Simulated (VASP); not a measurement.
A run of VASP 6.6.1:

File INCAR:

```
SYSTEM = Sn2GeO2
PREC = Normal ; ENCUT = 520
EDIFF = 1E-5 ; ISMEAR = 0
SIGMA = 0.15 ; LREAL = Auto
LASPH = .True. ; NELM = 80
ALGO = Fast ; ISIF = 2
LWAVE = .False. ; LCHARG = .False.
GGA = PE ; NBANDS = 65
KPAR = 4
```

File KPOINTS:

```
Automatic mesh
0
Gamma
  9 9 9
  0 0 0
```

POSCAR

```
Sn2GeO2
1.0
   -1.8468400000      1.8468400000      6.4331200000
    3.6936800000     -3.6936800000     12.8662400000
    1.8468400000      1.8468400000     -6.4331200000
Sn Ge O
4 2 4
Direct
    0.6539140000      0.3269570000      0.0000000000
    0.6539140000      0.8269570000      0.0000000000
    0.3460860000      0.1730430000      0.0000000000
    0.3460860000      0.6730430000      0.0000000000
    0.0000000000      0.0000000000      0.0000000000
    0.0000000000      0.5000000000      0.0000000000
    0.2500000000      0.3750000000      0.5000000000
    0.2500000000      0.8750000000      0.5000000000
    0.7500000000      0.1250000000      0.5000000000
    0.7500000000      0.6250000000      0.5000000000
```

Potentials or basis: VASP PAW PBE potentials, release 64 (Sn_d, Ge_d, O).

Launch:

```bash
$ cat potpaw_PBE.64/Sn_d/POTCAR potpaw_PBE.64/Ge_d/POTCAR potpaw_PBE.64/O/POTCAR > POTCAR
$ mpirun -np 4 vasp_std > vasp.out
```

Hardware: 4 MPI ranks on Intel(R) Xeon(R) Platinum 8559C (Emerald Rapids) (shared host).

Q: How long does it take, and how much memory?

A: It took 36 min on 4 MPI ranks on Intel(R) Xeon(R) Platinum 8559C (Emerald Rapids) (shared host), peak memory 1.4 GiB a rank. Counts: scf iterations 25, k points 205.
